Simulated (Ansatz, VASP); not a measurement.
# Cross-check of F (F2 molecule) between VASP and Ansatz

Wanted: the spread between two codes on one cell, functional and k mesh. The structure shown is the start of the Ansatz relaxation below; VASP solves that cell, so the two are compared at the walk's first step.

Method: plane waves, with VASP 6.6.1 beside it; single point at B3LYP with an exact-exchange share of 0.2, in Ansatz 0.2.0.

### Step 1. Starting point

The cell holds 2 atoms: 2 F. Cell: a = 12.000 Å, b = 12.500 Å, c = 13.000 Å, α = 90.0°, β = 90.0°, γ = 90.0°. Vacuum lies along a, b and c.

### Step 2. Ansatz: relaxation, B3LYP with an exact-exchange share of 0.2

Ansatz runs on its PAW soft_1 files.

The two programs are compared at the cell with which this relaxation starts, whose forces are those of its first step.

The input, input.yaml:

```yaml
crystal:
  lattice:
    - [12.0, 0.0, 0.0]
    - [0.0, 12.5, 0.0]
    - [0.0, 0.0, 13.0]
  atoms:
    - { symbol: F, position: [0.45, 0.47, 0.4462468728] }
    - { symbol: F, position: [0.45, 0.47, 0.5537531272] }
basis:
  ecutwfc: 420
  xc_grid: 2
hamiltonian:
  xc: b3lyp
  pseudopotentials: { kind: paw, azcp: { folder: soft_1 } }
kpoints:
  mp_grid: { grid: [1, 1, 1] }
scf:
  occupations: { method: fixed }
  max_iter: 150
output:
  forces: true
relax:
  f_tol: 0.01
  max_steps: 60
checkpoint:
  write: "../F.b3lyp.run"
  compress: false
  write_wavefunctions: false
  write_every: 100000
```

On the command line:

```sh
ansatz run input.yaml --threads 4 --pin off --max-ram 13189MiB --backend cpu --events-out ev --progress --plain --runs-dir out
```

Numbers of over 12 decimals in the logs are rounded to 6 here.

The program printed:

```text
Engine: ansatz 0.2.0, aarch64-unknown-linux-gnu
Pseudopotentials: kind: paw
Pseudopotential: F, paw, valence charge 7, recommended cutoff 420 eV (normal), soft_1/F.paw.azcp
Functional definition: B3LYP
  parameter a0 = 0.2
  parameter ax = 0.72
  parameter ac = 0.81
  exchange = (1 - a0 - ax)*slater_x + ax*b88_x + a0*exact_x
  correlation = (1 - ac)*vwn_rpa_c + ac*lyp_c
davidson cushion auto → on  (no smearing: the cushion is to keep the highest requested band from converging to the state above it; pin scf.eigensolver.cushion to override)
Crystal: 2 atoms, lattice volume = 1950.000 Å³
Basis set: ecut = 420 eV, 38063 PW (Γ), exchange–correlation on 162×180×180 points (8 copies of the dense FFT grid, shifted against one another)
Bands: 11, of which v1, the nominal top of the filled ones, is band 7 counted from 1 (6 counted from 0)
Symmetry: 8 space group operations
Space group: Pmmm (ITA 47), of the structure as read, at distance tolerance 1.2e-4 Å
k-points: 1
Non-local potential: F, projectors of the file, l = 0: 2, l = 1: 2, l = 2: 1
PAW form: soft (Blöchl's): semilocal exchange-correlation on the pseudo side does not see the compensation charge
PAW frozen core: F, regenerated for the run's functional, and the local potential with it (the file was generated under x = pbe(κ = 0.804, μ = 0.219515), c = pbe(β = 0.066725))
PAW one-centre angular grid: F, 110 points (default); XC on 64 Gauss nodes
Initial density: superposition of atomic densities (neutral atoms: chi_scale 0, normalization atom)
Initial wavefunctions: pseudopotential atomic-orbital guess
Functional: x = 0.1 slater + 0.9 b88, c = 0.19 vwn_rpa + 0.81 lyp, warm-up for x = 0.08 slater + 0.72 b88 + 0.2 exact, c = 0.19 vwn_rpa + 0.81 lyp
iter 1 solved again at ethr=1.35e-2 eV; its pass at ethr=1.00e-1 eV (dr2=1.90e0 eV) is discarded
SCF iter   1: F=—  HF=-1616.757158 eV  |F-HF|=—  |Δ(HF+E_count)|=         —  Δρ=2.12e-2  dr2=1.82e0  ethr=1.35e-2  ⟨swp⟩=11.0  Hψ=80  notcnv=0
preconditioner: auto → none  [insulator: Δε(μ)=4.904 eV  Ē_g=11.159 eV  n_scr=56 (ndim 8)  ℏωp=2.7 eV  f_vac=0.960]
SCF iter   2: F=—  HF=-1616.096642 eV  |F-HF|=—  |Δ(HF+E_count)|=   6.61e-1  Δρ=9.61e-3  dr2=3.04e-1  ethr=1.30e-2  ⟨swp⟩=4.0  Hψ=28  notcnv=0
iter 3 solved again at ethr=2.89e-5 eV; its pass at ethr=2.17e-3 eV (dr2=4.04e-3 eV) is discarded
SCF iter   3: F=—  HF=-1615.985863 eV  |F-HF|=—  |Δ(HF+E_count)|=   1.11e-1  Δρ=1.00e-3  dr2=3.92e-3  ethr=2.89e-5  ⟨swp⟩=4.0  Hψ=63  notcnv=0  defer=2
SCF iter   4: F=—  HF=-1615.985033 eV  |F-HF|=—  |Δ(HF+E_count)|=   8.31e-4  Δρ=1.59e-4  dr2=1.25e-4  ethr=2.80e-5  ⟨swp⟩=4.0  Hψ=35  notcnv=0  defer=2
SCF iter   5: F=—  HF=-1615.985106 eV  |F-HF|=—  |Δ(HF+E_count)|=   7.33e-5  Δρ=5.03e-5  dr2=1.15e-5  ethr=8.92e-7  ⟨swp⟩=5.0  Hψ=42  notcnv=0  defer=2
SCF iter   6: F=—  HF=-1615.985109 eV  |F-HF|=—  |Δ(HF+E_count)|=   3.03e-6  Δρ=1.10e-5  dr2=5.44e-7  ethr=8.21e-8  ⟨swp⟩=3.0  Hψ=29  notcnv=0  defer=3
SCF iter   7: F=-1615.985110 eV  HF=-1615.985110 eV  |F-HF|=8.59e-9  |Δ(HF+E_count)|=   3.57e-7  Δρ=1.79e-6  dr2=2.28e-8  ethr=3.89e-9  ⟨swp⟩=4.0  Hψ=37  notcnv=0  defer=3
SCF 1 converged in 7 iterations: F = -1615.985110 eV  dr2 = 2.28e-8
  greatest PAW one-centre occupation: 0.935 electrons in one spin orbital (limit 2), on the F atom at site 1 (counted from 0), in its partial waves of l = 0
Initial density: handed on by an earlier stage of this run
Initial wavefunctions: those handed on with the density
Functional: x = 0.08 slater + 0.72 b88 + 0.2 exact, c = 0.19 vwn_rpa + 0.81 lyp
Exchange kernel: α = 0.2000, full range, Wigner–Seitz truncation, v(0) = 5346.5315 eV·Å³, q-mesh 1×1×1, nearest image of the exchange supercell L = 12.00 Å, pair-density grid 81×81×90, without the augmentation charges, whose exchange is taken in its separable form (the finest that the files' search goes to)
Frozen-core exchange: fock
iter 1 solved again at ethr=2.23e-5 eV; its pass at ethr=1.00e-1 eV (dr2=3.12e-3 eV) is discarded
SCF iter   1: F=—  HF=-1615.968042 eV  |F-HF|=—  |Δ(HF+E_count)|=         —  Δρ=7.85e-4  dr2=3.99e-3  ethr=2.23e-5  ⟨swp⟩=12.0  Hψ=86  notcnv=0
preconditioner: auto → none  [insulator: Δε(μ)=7.158 eV  Ē_g=13.235 eV  n_scr=56 (ndim 8)  ℏωp=2.7 eV  f_vac=0.961]
SCF iter   2: F=—  HF=-1615.966465 eV  |F-HF|=—  |Δ(HF+E_count)|=   1.58e-3  Δρ=3.80e-4  dr2=8.10e-4  ethr=2.23e-5  ⟨swp⟩=3.0  Hψ=27  notcnv=0
SCF iter   3: F=—  HF=-1615.968491 eV  |F-HF|=—  |Δ(HF+E_count)|=   2.03e-3  Δρ=1.32e-4  dr2=1.53e-4  ethr=4.77e-6  ⟨swp⟩=4.0  Hψ=36  notcnv=0
SCF iter   4: F=—  HF=-1615.968430 eV  |F-HF|=—  |Δ(HF+E_count)|=   6.20e-5  Δρ=2.22e-5  dr2=8.15e-6  ethr=1.07e-6  ⟨swp⟩=4.0  Hψ=34  notcnv=0
SCF iter   5: F=-1615.968439 eV  HF=-1615.968438 eV  |F-HF|=5.40e-7  |Δ(HF+E_count)|=   8.67e-6  Δρ=9.44e-6  dr2=3.16e-7  ethr=5.30e-8  ⟨swp⟩=6.0  Hψ=44  notcnv=0
SCF 2 stopped early in 5 iterations: F = -1615.968439 eV  dr2 = 3.16e-7
[...]
preconditioner: auto → none  [insulator: Δε(μ)=7.198 eV  Ē_g=13.159 eV  n_scr=56 (ndim 8)  ℏωp=2.7 eV  f_vac=0.963]
SCF iter   2: F=—  HF=-1615.968459 eV  |F-HF|=—  |Δ(HF+E_count)|=   5.67e-5  Δρ=6.92e-5  dr2=4.66e-5  ethr=5.38e-7  ⟨swp⟩=4.0  Hψ=35  notcnv=0  defer=3
SCF iter   3: F=—  HF=-1615.968739 eV  |F-HF|=—  |Δ(HF+E_count)|=   2.80e-4  Δρ=5.46e-5  dr2=2.68e-5  ethr=7.90e-8  ⟨swp⟩=5.0  Hψ=45  notcnv=0  defer=3
iter 4 solved again at ethr=5.68e-9 eV; its pass at ethr=7.90e-8 eV (dr2=7.95e-7 eV) is discarded
SCF iter   4: F=-1615.968722 eV  HF=-1615.968728 eV  |F-HF|=5.84e-6  |Δ(HF+E_count)|=   1.06e-5  Δρ=1.11e-5  dr2=1.05e-6  ethr=5.68e-9  ⟨swp⟩=3.0  Hψ=68  notcnv=0  defer=2
SCF 4 converged in 4 iterations: F = -1615.968722 eV  dr2 = 1.05e-6
  Residual-converged pass: ⟨swp⟩=2.0  Hψ=22  notcnv=0  max |occ|·‖R‖ = 8.4e-6 eV (tolerance 2.5e-5 eV)  dr2=1.05e-6  dr2_onsite=7.20e-8  max |Δocc| = 0.0e0
hybrid outer 1: dexx = +2.547e-4 eV, tail = 2.81e-6 eV
Exchange kernel: α = 0.2000, full range, Wigner–Seitz truncation, v(0) = 5346.5315 eV·Å³, q-mesh 1×1×1, nearest image of the exchange supercell L = 12.00 Å, pair-density grid 81×81×90, without the augmentation charges, whose exchange is taken in its separable form (the finest that the files' search goes to)
Frozen-core exchange: fock
SCF iter   1: F=—  HF=-1615.968713 eV  |F-HF|=—  |Δ(HF+E_count)|=         —  Δρ=1.23e-5  dr2=9.07e-7  ethr=1.01e-7  ⟨swp⟩=6.0  Hψ=36  notcnv=0
preconditioner: auto → none  [insulator: Δε(μ)=7.198 eV  Ē_g=13.173 eV  n_scr=56 (ndim 8)  ℏωp=2.7 eV  f_vac=0.963]
SCF iter   2: F=-1615.968713 eV  HF=-1615.968713 eV  |F-HF|=4.30e-7  |Δ(HF+E_count)|=   7.15e-8  Δρ=6.51e-6  dr2=8.66e-8  ethr=6.23e-9  ⟨swp⟩=6.0  Hψ=44  notcnv=0  defer=1
SCF 5 converged in 2 iterations: F = -1615.968713 eV  dr2 = 8.66e-8
  Residual-converged pass: ⟨swp⟩=3.0  Hψ=25  notcnv=0  max |occ|·‖R‖ = 5.9e-6 eV (tolerance 6.1e-6 eV)  dr2=8.64e-8  dr2_onsite=2.24e-9  max |Δocc| = 0.0e0
hybrid outer 2: dexx = +4.257e-8 eV, tail = 1.78e-7 eV, Δε = 1.81e-3 eV (about 1.32e-3 eV left of the loop's levels), ΔF = 8.17e-3 eV/Å (tail 3.05e-3)
relax step   2: F+E_penalty+E_count = -1615.96871335 eV  Δ(F+E_penalty+E_count) = -2.540e-4 eV  max|allowed force component| = 5.703e-2 eV/Å  Δτ_max = 0.0012 Å  (6 SCF iters, dr2 threshold 1.42e-6 eV, accepted)
[...]
relax step   3: F+E_penalty+E_count = -1615.96875927 eV  Δ(F+E_penalty+E_count) = -4.591e-5 eV  max|allowed force component| = 2.638e-3 eV/Å  Δτ_max = 0.0007 Å  (7 SCF iters, dr2 threshold 2.03e-7 eV, accepted)
[...]
relax step   4: F+E_penalty+E_count = -1615.96875927 eV  Δ(F+E_penalty+E_count) = +1.553e-9 eV  max|allowed force component| = 3.185e-3 eV/Å  Δτ_max = 0.0000 Å  (4 SCF iters, accepted)
hybrid SCF converged: 2 outer / 4 inner (+0 warm-up), last move |dexx| = 3.64e-13 eV, tail = 1.93e-10 eV
Stability not checked: this state was not tested for a lower state beside it, because the functional holds exact exchange (a hybrid, or Hartree-Fock), whose exchange loop this test does not read (fock_operator; see scf.lower_state_search)
Free energy (F): -1615.968759 eV
Frozen-core exchange: fock
Harris-Foulkes:  -1615.968759 eV  (|F-HF|=3.09e-9)
Internal energy: -1615.968759 eV  (E = F + TS)
E sigma→0 (E₀):  -1615.968759 eV
Fermi energy:    -11.341153 eV
--- Per-component energies (eV) ---
  E_band       = -273.687733
  E_kinetic    = 387.534651
  E_local      = -3137.341043  (includes V_loc(G=0)·N_el)
  E_nonlocal   = 173.533608
  E_hartree    = 1335.530694
  E_xc         = -123.374756
  E_vxc        = -157.411771  (∫ρ·V_xc dr)
  E_exx        = -45.876318  (= α·E_x^exact, valence–valence)
  E_paw        = -393.494848  (= ΣΔE_a)
  E_vpaw       = -119.313466  (= ΣTr[D̂ρ^β])
  E_aug_tail   = 0.001489  (compensation charges beyond the density's cutoff)
  E_ewald      = 187.540933
  E_core_change = -0.023169  (= ΣΔE_core)
  E_smearing   = -0.000000  (= −TS)
  E_closure    = -0.000000  (closes the sum)
  Σ components = -1615.968759   (vs F -1615.968759, Δ=-2.27e-13)
--- Forces (eV/Å), atoms counted from 1 ---
  atom   1  F      0.00000000     0.00000000     0.00318532
  atom   2  F     -0.00000000     0.00000000    -0.00318532
  max |Σ_I F_I| component: 1.81e-25 eV/Å
--- Band table (eV) ---
  k-point 0: bands = ["-37.1675", "-30.3093", "-16.6805", "-15.0021", "-15.0021", "-11.3412", "-11.3412", "-4.1234", "-0.1306"]
  guard bands above this table: 2 of the run's 11 bands. The solve was not asked for them (output.publish_guard_bands: true or output.eigenvalues: true publishes all)
--- Relaxed structure (4 steps of the walk, 4 accepted, 0 SCFs on fresh bases) ---
  F+E_penalty+E_count = -1615.96875927 eV   max|allowed force component| = 3.185e-3 eV/Å
  atoms:
    - { symbol: F, position: [0.45, 0.470000, 0.446396] }
    - { symbol: F, position: [0.45, 0.470000, 0.553604] }
```

### Step 3. VASP: single point, B3LYP with an exact-exchange share of 0.2, start cell

The same cell, functional (in two slightly different forms) and mesh now go to VASP, with its own data sets.

Lines of VASP's logs that name or quote its potential files are left out, and so is its time.

The run reads the wave functions of an earlier VASP run, which isn't shown here.

The input, INCAR:

```
SYSTEM = F
PREC = Accurate
ENCUT = 1010
EDIFF = 1E-06
NELM = 100
ISMEAR = 0
SIGMA = 0.01
LREAL = .FALSE.
ALGO = Normal
LHFCALC = .TRUE.
AEXX = 0.2
GGA = B3
AGGAX = 0.72
AGGAC = 0.81
ALDAC = 0.19
LASPH = .TRUE.
NBANDS = 13
PRECFOCK = Fast
LORBIT = 11
LWAVE = .FALSE.
LCHARG = .FALSE.
ISIF = 2
```

The input, POSCAR:

```
F
1.0
   12.0000000000      0.0000000000      0.0000000000
    0.0000000000     12.5000000000      0.0000000000
    0.0000000000      0.0000000000     13.0000000000
F
2
Direct
    0.4500000000      0.4700000000      0.4462468462
    0.4500000000      0.4700000000      0.5537531538
```

The input, KPOINTS:

```
Automatic mesh
0
Gamma
1 1 1
0 0 0
```

The projector-augmented-wave data sets are F_h (PBE family, release 64).

On the command line:

```sh
export OMP_NUM_THREADS=3
mpirun -np 1 vasp_gam
```

The program printed:

```text
[banner, memory and clock lines left out]
running    1 mpi-ranks, on    1 nodes
 distrk:  each k-point on    1 cores,    1 groups
 distr:  one band on    1 cores,    1 groups
 Offloading initialized ...    1 GPUs detected
 POSCAR found type information on POSCAR F
 POSCAR found :  1 types and       2 ions
|                                                                             |
|               ----> ADVICE to this user running VASP <----                  |
|                                                                             |
|     You enforced a specific xc type in the INCAR file but a different       |
|     [... a line on the potential file left out ...]
|     I HOPE YOU KNOW WHAT YOU ARE DOING!                                     |
|                                                                             |

 LDA part: xc-table for (Slater(with rela. corr.)+VWN3), standard interpolation
 found WAVECAR, reading the header
 POSCAR, INCAR and KPOINTS ok, starting setup
 FFT: planning ... GRIDC
 FFT: planning ... GRID_SOFT
 FFT: planning ... GRID
 reading WAVECAR
 the WAVECAR file was read successfully
 initial charge from wavefunction
 entering main loop
       N       E                     dE             d eps       ncg     rms          rms(c)
DAV:   1    -0.641378673548E+01   -0.64138E+01   -0.22370E-01    34   0.522E+00    0.447E-01
DAV:   2    -0.641464480353E+01   -0.85807E-03   -0.99291E-03    42   0.886E-01    0.275E-01
DAV:   3    -0.641410937852E+01    0.53543E-03   -0.14252E-03    34   0.334E-01    0.140E-01
DAV:   4    -0.641403227093E+01    0.77108E-04   -0.29829E-04    42   0.186E-01    0.786E-02
DAV:   5    -0.641404057307E+01   -0.83021E-05   -0.87238E-05    26   0.144E-01    0.462E-02
DAV:   6    -0.641404246542E+01   -0.18924E-05   -0.44164E-05    36   0.111E-01    0.271E-02
DAV:   7    -0.641404200784E+01    0.45759E-06   -0.31011E-05    26   0.885E-02    0.162E-02
DAV:   8    -0.641404173867E+01    0.26916E-06   -0.23546E-05    26   0.777E-02    0.971E-03
DAV:   9    -0.641404764371E+01   -0.59050E-05   -0.16380E-05    26   0.655E-02    0.587E-03
DAV:  10    -0.641405104140E+01   -0.33977E-05   -0.11338E-05    36   0.554E-02    0.360E-03
DAV:  11    -0.641405469295E+01   -0.36516E-05   -0.97905E-06    26   0.513E-02    0.226E-03
DAV:  12    -0.641405842399E+01   -0.37310E-05   -0.53667E-06    36   0.386E-02    0.148E-03
DAV:  13    -0.641406322013E+01   -0.47961E-05   -0.47917E-06    26   0.344E-02    0.101E-03
DAV:  14    -0.641406676082E+01   -0.35407E-05   -0.31150E-06    36   0.298E-02    0.741E-04
DAV:  15    -0.641406919122E+01   -0.24304E-05   -0.28467E-06    36   0.274E-02    0.573E-04
DAV:  16    -0.641407041471E+01   -0.12235E-05   -0.23455E-06    36   0.248E-02    0.462E-04
DAV:  17    -0.641407233937E+01   -0.19247E-05   -0.14442E-06    36   0.207E-02    0.386E-04
DAV:  18    -0.641407384329E+01   -0.15039E-05   -0.14108E-06    36   0.198E-02    0.332E-04
DAV:  19    -0.641407511030E+01   -0.12670E-05   -0.11136E-06    36   0.181E-02    0.290E-04
DAV:  20    -0.641407605783E+01   -0.94753E-06   -0.15760E-06    26   0.204E-02
   1 F= -.64140761E+01 E0= -.64140761E+01  d E =-.533610E-90
```

Parts of OUTCAR (step 3):

```text
ion  position               nearest neighbor table
   1  0.450  0.470  0.446-   2 1.40
   2  0.450  0.470  0.554-   1 1.40

  LATTYP: Found a simple orthorhombic cell.
 ALAT       =    12.0000000000
 B/A-ratio  =     1.0416666667
 C/A-ratio  =     1.0833333333

 Subroutine GETGRP returns: Found  8 space group operations
 (whereof  2 operations were pure point group operations)

The static configuration has the point symmetry C_1h.
 The point group associated with its full space group is D_2h.

 Found      1 irreducible k-points:

   k-points           NKPTS =      1   k-points in BZ     NKDIM =      1   number of bands    NBANDS=     13

   dimension x,y,z NGX =   126 NGY =  140 NGZ =  140
   dimension x,y,z NGXF=   252 NGYF=  280 NGZF=  280

   ENCUT  = 1010.0 eV  74.23 Ry    8.62 a.u.  31.10 32.39 33.69*2*pi/ulx,y,z

   NELECT =      14.0000    total number of electrons

 k-points in reciprocal lattice and weights: Automatic mesh
   0.00000000  0.00000000  0.00000000       1.000

  exchange ACFDT corr.  =         0.00000000  see jH, gK, PRB 81, 115126

 average (electrostatic) potential at core
       1-136.7167       2-136.7167

 E-fermi : -11.2322

 k-point     1 :       0.0000    0.0000    0.0000
  band No.  band energies     occupation
    ...
      3     -16.6838      2.00000
      4     -14.9988      2.00000
      5     -14.9988      2.00000
      6     -11.3748      2.00000
      7     -11.3748      2.00000
      8      -4.1960      0.00000
      9      -0.1298      0.00000
     10       0.6655      0.00000
     11       0.8147      0.00000
     12       0.8788      0.00000
    ...

  Total       -0.0314182     -0.0307451     -0.0247552      0.0000000      0.0000000      0.0000000
  in kB       -0.0258142     -0.0252610     -0.0203396      0.0000000      0.0000000      0.0000000
  external PRESSURE =      -0.0238049 kB  Pullay stress =       0.0000000 kB

  energy-cutoff  :     1010.00
  volume of cell :     1950.00
      direct lattice vectors                 reciprocal lattice vectors
    12.000000000  0.000000000  0.000000000     0.083333333  0.000000000  0.000000000
     0.000000000 12.500000000  0.000000000     0.000000000  0.080000000  0.000000000
     0.000000000  0.000000000 13.000000000     0.000000000  0.000000000  0.076923077

 POSITION                                       TOTAL-FORCE (eV/Angst)
 -----------------------------------------------------------------------------------
      5.40000      5.87500      5.80121         0.000000      0.000000     -0.029493
      5.40000      5.87500      7.19879         0.000000      0.000000      0.029493
 -----------------------------------------------------------------------------------
    total drift:                                0.011375      0.003430      0.000000

  FREE ENERGIE OF THE ION-ELECTRON SYSTEM (eV)
  ---------------------------------------------------
  free  energy   TOTEN  =        -6.4140760578 eV

  energy  without entropy=       -6.4140760578  energy(sigma->0) =       -6.41407606

 total charge
# of ion       s       p       d       tot
------------------------------------------
    1        1.330   3.066   0.000   4.396
    2        1.330   3.066   0.000   4.396
--------------------------------------------------
tot          2.659   6.132   0.000   8.791
```

The run ends at a pressure of 0.00 GPa, with forces up to 0.029 eV/Å.

### Step 4. Comparison

Known differences besides the potentials themselves: exact exchange at q = 0 is treated differently, which shows on coarse meshes; VASP keeps PBE cores, Ansatz makes them for the functional; fixed occupations in Ansatz, narrow Gaussian smearing in VASP; the cutoff is 420 eV in Ansatz and 1010 eV in VASP; VASP's log shows a relativistic correction to its local exchange, Ansatz's none; VASP takes a coarser grid for exact exchange (PRECFOCK = Fast). Total energies have different zeros and are not compared.

At this near-relaxed geometry the largest component of a force difference is 180 meV/Å.

### Step 5. Results

```json
{
  "r.m.s. force difference (single point, B3LYP with an exact-exchange share of 0.2, start cell)": "104 meV/Å"
}
```

**Reading.** The r.m.s. force difference is 104 meV/Å (single point, B3LYP with an exact-exchange share of 0.2, start cell), beyond the 12 meV/Å picked in this series as the mark of a large difference. What causes the difference of the single point, B3LYP with an exact-exchange share of 0.2, start cell pair stays open here. 1 further run of this series is not shown here. Such differences can come from data sets, numerical settings and the points named under the comparisons, not from the functional's error against experiment.

[Lines on the potential files, build, host, timing and source positions are cut from VASP's logs without a mark.]

[Logs are printed without paths, hosts, clocks, repeated set-up lines and the standing remarks that a program may print on its own settings, such as how far it seeks lower states.]

[Hosts, paths, dates, database ids (printed as entryN), source tags and the programs' standing remarks are cut or masked in the printed files.]
